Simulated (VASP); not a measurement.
```
CELL_PARAMETERS angstrom
      0.00000     2.82000     2.82000
      2.82000     0.00000     2.82000
      2.82000     2.82000     0.00000
ATOMIC_POSITIONS crystal
  Na 0.00000 0.00000 0.00000
  Cl 0.50000 0.50000 0.50000
```

The base run (VASP): PBE GGA, plane waves, VASP's PBE PAW potentials (set 64). Run with 400 eV cut-off, 7×7×7 Γ-centred mesh, Gaussian smearing of 0.050 eV, potentials Na_pv Cl.

One setting is varied; ΔE counts from the base run. The base run took about 4 core-seconds. Costs are core time on shared hosts, one run each; read them as rough ratios.

Pressures at a finite cut-off, here 400 eV, hold a Pulay part, which wasn't tested here.

| setting | cost over the base run | electronic steps | ΔE (meV/atom) | pressure (GPa) |
|---|---|---|---|---|
| SYMPREC = 1E-3 | within a factor of 2 | 12 | 0.0 | 0.57 |
| base run | reference | 12 | 0.0 | 0.57 |
| ISYM = 1 | within a factor of 2 | 12 | 0.0 | 0.57 |
| ISYM = 0 | about 6 times | 12 | 0.0 | 0.57 |
| ISYM = -1 | … | 12 | 0.0 | 0.57 |

**Question.** Fill in the missing entries.

**Answer.** 
- ISYM = -1, cost over the base run: about 10 times

Left out are runs that failed, have no time on record or changed the cell.

The compound is NaCl in the rock salt structure. The cell was not relaxed at this level.
